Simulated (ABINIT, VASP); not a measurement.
A VASP calculation is set up with these files.

POSCAR:
```
SiC
1
    0.0000000000     2.1364000000     2.1364000000
    2.1364000000     0.0000000000     2.1364000000
    2.1364000000     2.1364000000     0.0000000000
Si C
1 1
Direct
  0.0000000000   0.0000000000   0.0000000000
  0.2500000000   0.2500000000   0.2500000000
```

INCAR:
```
SYSTEM = SiC
PREC = Accurate
ENCUT = 400
EDIFF = 1E-6
NELM = 100
ALGO = Normal
LREAL = .FALSE.
LASPH = .TRUE.
ISMEAR = -1
SIGMA = 0.02
GGA = PE
LWAVE = .FALSE.
LCHARG = .FALSE.
ISIF = 2
```

File KPOINTS:
```
Automatic mesh
0
gamma
  10 10 10
```

POTCAR, in this order: Si C (PBE.64 set). Program: vasp_std.

**Question.** Write an input for ABINIT that does the same calculation.

**Answer.** One input that does it (PBE, norm-conserving pseudopotentials (PseudoDojo nc-sr-05 PBE standard)):
```
# SiC, PseudoDojo nc-sr-05 PBE standard
pp_dirpath "./"
pseudos "Si.upf, C.upf"
acell 3*1.0
rprim
         0.0000000000    4.0372108927    4.0372108927
         4.0372108927    0.0000000000    4.0372108927
         4.0372108927    4.0372108927    0.0000000000
natom 2
ntypat 2
znucl 14 6
typat 1 2
xcart
         0.0000000000    0.0000000000    0.0000000000
         1.0682000000    1.0682000000    1.0682000000
      Angstrom
ecut 1116 eV
ixc 11
occopt 3
tsmear 0.00073499
nband 9
kptopt 1
ngkpt 10 10 10
nshiftk 1
shiftk 0 0 0
nstep 80
toldfe 1.0e-09
prtwf 0
prtden 0
enunit 1
```
Both inputs were run and reached self-consistency, which says nothing on mesh or cut-off. Potentials, basis and cut-offs are each code's own, so they don't translate, and total energies aren't comparable.

The structure is a typed SiC crystal (F-43m). The cell was not relaxed at this level, and its volume differs by -5.9 % from the start's.
